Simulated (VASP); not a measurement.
Level of theory: PBE GGA, VASP's PBE PAW potentials (set 64) (plane waves; VASP).

VASP input:

File KPOINTS:
```
K-points
0
G
7 7 7
0 0 0
```

POSCAR:
```
FeGe
1.0
  4.5878225182   0.0000000000   0.0000000000
  0.0000000000   4.5878225182   0.0000000000
  0.0000000000   0.0000000000   4.5878225182
Fe Ge
4 4
direct
  0.8628400211   0.6371599789   0.3628400211
  0.3628400211   0.8628400211   0.6371599789
  0.1371599789   0.1371599789   0.1371599789
  0.6371599789   0.3628400211   0.8628400211
  0.1576991492   0.3423008508   0.6576991492
  0.6576991492   0.1576991492   0.3423008508
  0.8423008508   0.8423008508   0.8423008508
  0.3423008508   0.6576991492   0.1576991492
```

### INCAR
```
LORBIT = 10
PSTRESS = 100
EDIFF = 1E-6   ! SCF stop (eV)
PREC = Accurate
GGA = PE   ! PBE
LREAL = .FALSE.   ! projection in real space or not
NSW = 40   ! most ionic steps
SIGMA = 0.1   ! width (eV)
ALGO = Normal
MAGMOM = 4*1.1 4*-0.1
NELM = 100   ! most electronic steps
ISIF = 3   ! ions, shape and volume
ENCUT = 500   ! plane-wave cut-off (eV)
LCHARG = .FALSE.
SYSTEM = FeGe
LWAVE = .FALSE.
LMAXMIX = 4
IBRION = 2   ! conjugate gradients
LASPH = .TRUE.   ! aspherical one-centre terms
ISMEAR = 1   ! Methfessel-Paxton
ISPIN = 2
EDIFFG = -0.02   ! ionic stop
```

POTCAR, in this order: Fe Ge_d (PBE.64 set). Program: vasp_std.

Output of the run:

**OSZICAR**
```
       N       E                     dE             d eps       ncg     rms          rms(c)
DAV:   1     0.988378635470E+03    0.98838E+03   -0.35600E+04  5950   0.430E+03
DAV:   2     0.160996747862E+03   -0.82738E+03   -0.79662E+03  5184   0.993E+02
DAV:   3    -0.390725668990E+02   -0.20007E+03   -0.19025E+03  5192   0.288E+02
DAV:   4    -0.565072842538E+02   -0.17435E+02   -0.17107E+02  6340   0.946E+01
DAV:   5    -0.569869476104E+02   -0.47966E+00   -0.47800E+00  6202   0.184E+01    0.253E+01
DAV:   6    -0.600936924887E+02   -0.31067E+01   -0.93087E+01  6706   0.773E+01    0.253E+01
DAV:   7    -0.516659896435E+02    0.84277E+01   -0.42865E+01  6224   0.577E+01    0.599E+00
DAV:   8    -0.516835995376E+02   -0.17610E-01   -0.29577E+00  5848   0.880E+00    0.318E+00
DAV:   9    -0.516624977403E+02    0.21102E-01   -0.24401E-01  6834   0.432E+00    0.194E+00
DAV:  10    -0.516780391890E+02   -0.15541E-01   -0.41582E-02  6900   0.159E+00    0.794E-01
DAV:  11    -0.516771821359E+02    0.85705E-03   -0.13633E-02  7816   0.817E-01    0.328E-01
DAV:  12    -0.516771784788E+02    0.36571E-05   -0.45619E-03  6170   0.616E-01    0.249E-01
DAV:  13    -0.516774777537E+02   -0.29927E-03   -0.63333E-04  6918   0.276E-01    0.654E-02
DAV:  14    -0.516774834100E+02   -0.56563E-05   -0.84062E-05  6184   0.874E-02    0.372E-02
DAV:  15    -0.516774916096E+02   -0.81996E-05   -0.15680E-05  6502   0.366E-02    0.169E-02
DAV:  16    -0.516774909649E+02    0.64468E-06   -0.41144E-06  4598   0.214E-02
   1 F= -.45650379E+02 E0= -.45650898E+02  d E =-.456504E+02  mag=     4.0949
       N       E                     dE             d eps       ncg     rms          rms(c)
DAV:   1    -0.516842029345E+02   -0.67113E-02   -0.10773E+00  5394   0.129E+01    0.178E+00
DAV:   2    -0.516498777735E+02    0.34325E-01   -0.22205E-01  6008   0.566E+00    0.104E+00
DAV:   3    -0.516335293601E+02    0.16348E-01   -0.70912E-02  5904   0.313E+00    0.714E-01
DAV:   4    -0.516257646067E+02    0.77648E-02   -0.19406E-02  6860   0.137E+00    0.209E-01
DAV:   5    -0.516255759700E+02    0.18864E-03   -0.17259E-03  5646   0.427E-01    0.106E-01
DAV:   6    -0.516254299550E+02    0.14601E-03   -0.40287E-04  6282   0.238E-01    0.521E-02
DAV:   7    -0.516254270367E+02    0.29183E-05   -0.47760E-05  6694   0.707E-02    0.209E-02
DAV:   8    -0.516254265174E+02    0.51934E-06   -0.65873E-06  4938   0.258E-02
   2 F= -.45649651E+02 E0= -.45650094E+02  d E =0.728260E-03  mag=     4.0837
       N       E                     dE             d eps       ncg     rms          rms(c)
DAV:   1    -0.516790256403E+02   -0.53599E-01   -0.39294E-01  5334   0.795E+00    0.107E+00
DAV:   2    -0.516668589143E+02    0.12167E-01   -0.79796E-02  5922   0.339E+00    0.626E-01
DAV:   3    -0.516608571551E+02    0.60018E-02   -0.25807E-02  5902   0.188E+00    0.431E-01
DAV:   4    -0.516580082717E+02    0.28489E-02   -0.70499E-03  6874   0.835E-01    0.126E-01
DAV:   5    -0.516579292703E+02    0.79001E-04   -0.62165E-04  5664   0.257E-01    0.629E-02
DAV:   6    -0.516578683632E+02    0.60907E-04   -0.14494E-04  6262   0.143E-01    0.313E-02
DAV:   7    -0.516578624708E+02    0.58924E-05   -0.17977E-05  6688   0.433E-02    0.129E-02
DAV:   8    -0.516578617232E+02    0.74764E-06   -0.26779E-06  4098   0.168E-02
   3 F= -.45651232E+02 E0= -.45651726E+02  d E =-.853028E-03  mag=     4.0904
       N       E                     dE             d eps       ncg     rms          rms(c)
DAV:   1    -0.516588072333E+02   -0.94476E-03   -0.36476E-04  5424   0.238E-01    0.331E-02
DAV:   2    -0.516587956733E+02    0.11560E-04   -0.84367E-05  6044   0.109E-01    0.203E-02
DAV:   3    -0.516587897894E+02    0.58839E-05   -0.26486E-05  5114   0.597E-02    0.128E-02
DAV:   4    -0.516587870279E+02    0.27616E-05   -0.62441E-06  5350   0.250E-02    0.372E-03
DAV:   5    -0.516587868183E+02    0.20958E-06   -0.62928E-07  2724   0.831E-03
   4 F= -.45651226E+02 E0= -.45651721E+02  d E =-.847280E-03  mag=     4.0905
       N       E                     dE             d eps       ncg     rms          rms(c)
DAV:   1    -0.516582741990E+02    0.51283E-03   -0.10838E-04  5430   0.130E-01    0.180E-02
DAV:   2    -0.516582709808E+02    0.32182E-05   -0.22704E-05  5814   0.575E-02    0.105E-02
DAV:   3    -0.516582691098E+02    0.18710E-05   -0.72364E-06  5028   0.317E-02    0.723E-03
DAV:   4    -0.516582684579E+02    0.65187E-06   -0.16715E-06  2866   0.143E-02
   5 F= -.45651230E+02 E0= -.45651724E+02  d E =-.850572E-03  mag=     4.0904
       N       E                     dE             d eps       ncg     rms          rms(c)
DAV:   1    -0.516576627567E+02    0.60635E-03   -0.66868E-02  5196   0.105E+00    0.809E-02
DAV:   2    -0.516577841735E+02   -0.12142E-03   -0.89322E-04  6492   0.227E-01    0.442E-02
DAV:   3    -0.516577907749E+02   -0.66014E-05   -0.29522E-05  6896   0.380E-02    0.172E-02
DAV:   4    -0.516577849501E+02    0.58249E-05   -0.50524E-06  5766   0.236E-02    0.873E-03
DAV:   5    -0.516577841624E+02    0.78770E-06   -0.54930E-06  5078   0.193E-02
   6 F= -.45651511E+02 E0= -.45652002E+02  d E =-.281262E-03  mag=     4.0908
       N       E                     dE             d eps       ncg     rms          rms(c)
DAV:   1    -0.516571569531E+02    0.62800E-03   -0.48405E-02  5196   0.897E-01    0.689E-02
DAV:   2    -0.516572466889E+02   -0.89736E-04   -0.66267E-04  6512   0.195E-01    0.381E-02
DAV:   3    -0.516572515708E+02   -0.48820E-05   -0.21864E-05  6648   0.328E-02    0.148E-02
DAV:   4    -0.516572475595E+02    0.40114E-05   -0.33314E-06  4628   0.216E-02    0.840E-03
DAV:   5    -0.516572467059E+02    0.85351E-06   -0.55074E-06  5064   0.194E-02
   7 F= -.45651625E+02 E0= -.45652114E+02  d E =-.395323E-03  mag=     4.0912
```

OUTCAR:
```
------------------------ aborting loop because EDIFF is reached ----------------------------------------
  FORCE on cell =-STRESS in cart. coord.  units (eV):
  Direction    XX          YY          ZZ          XY          YZ          ZX
  --------------------------------------------------------------------------------------
  Total        6.0656654      6.0656654      6.0656654      0.0000000      0.0000000     -0.0000000
  in kB      100.9997937    100.9997937    100.9997937      0.0000000      0.0000000     -0.0000000
  external PRESSURE =       0.9997937 kB  Pullay stress =     100.0000000 kB
  volume of cell :       96.22
      direct lattice vectors                 reciprocal lattice vectors
     4.582363274 -0.000000000  0.000000000     0.218228006  0.000000000  0.000000000
    -0.000000000  4.582363274 -0.000000000     0.000000000  0.218228006  0.000000000
     0.000000000 -0.000000000  4.582363274     0.000000000  0.000000000  0.218228006
 POSITION                                       TOTAL-FORCE (eV/Angst)
 -----------------------------------------------------------------------------------
      3.95135      2.92219      1.66017        -0.004598      0.004598     -0.004598
      1.66017      3.95135      2.92219        -0.004598     -0.004598      0.004598
      0.63101      0.63101      0.63101         0.004598      0.004598      0.004598
      2.92219      1.66017      3.95135         0.004598     -0.004598     -0.004598
      0.72186      1.56932      3.01304        -0.001552      0.001552     -0.001552
      3.01304      0.72186      1.56932        -0.001552     -0.001552      0.001552
      3.86050      3.86050      3.86050         0.001552      0.001552      0.001552
      1.56932      3.01304      0.72186         0.001552     -0.001552     -0.001552
 -----------------------------------------------------------------------------------
    total drift:                                0.000001      0.000001      0.000000
  FREE ENERGIE OF THE ION-ELECTRON SYSTEM (eV)
  ---------------------------------------------------
  free  energy   TOTEN  =       -51.6572467059 eV

  energy  without entropy=      -51.6587125721  energy(sigma->0) =      -51.65773533
  enthalpy is  TOTEN    =       -45.6516251136 eV   P V=        6.0056215923

 total charge

# of ion       s       p       d       tot
------------------------------------------
    1        0.398   0.550   6.517   7.466
    2        0.398   0.550   6.517   7.466
    3        0.398   0.550   6.517   7.466
    4        0.398   0.550   6.517   7.466
    5        1.113   1.298  10.143  12.554
    6        1.113   1.298  10.143  12.554
    7        1.113   1.298  10.143  12.554
    8        1.113   1.298  10.143  12.554
--------------------------------------------------
tot          6.046   7.391  66.642  80.079

 magnetization (x)

# of ion       s       p       d       tot
------------------------------------------
    1       -0.000  -0.002   1.118   1.115
    2       -0.000  -0.002   1.118   1.115
    3       -0.000  -0.002   1.118   1.115
    4       -0.000  -0.002   1.118   1.115
    5       -0.011  -0.054  -0.004  -0.070
    6       -0.011  -0.054  -0.004  -0.070
    7       -0.011  -0.054  -0.004  -0.070
    8       -0.011  -0.054  -0.004  -0.070
--------------------------------------------------
tot         -0.045  -0.225   4.454   4.183

 reached required accuracy - stopping structural energy minimisation
```
(Selected blocks of OUTCAR.)

**CONTCAR**
```
FeGe
   1.00000000000000
     4.5823632737444582   -0.0000000000000000    0.0000000000000000
    -0.0000000000000000    4.5823632737444582   -0.0000000000000000
     0.0000000000000000   -0.0000000000000000    4.5823632737444582
  Fe              Ge
     4     4
Direct
     0.8622960598692923    0.6377039401307077    0.3622960598692924
     0.3622960598692924    0.8622960598692923    0.6377039401307077
     0.1377039401307077    0.1377039401307077    0.1377039401307077
     0.6377039401307077    0.3622960598692924    0.8622960598692923
     0.1575300447188768    0.3424699552811231    0.6575300447188769
     0.6575300447188769    0.1575300447188768    0.3424699552811231
     0.8424699552811231    0.8424699552811231    0.8424699552811231
     0.3424699552811231    0.6575300447188769    0.1575300447188768
```

The compound is FeGe in the B20 structure. This run relaxes it under an external pressure of 10 GPa. Symmetry was kept, so distortions that lower it aren't found.
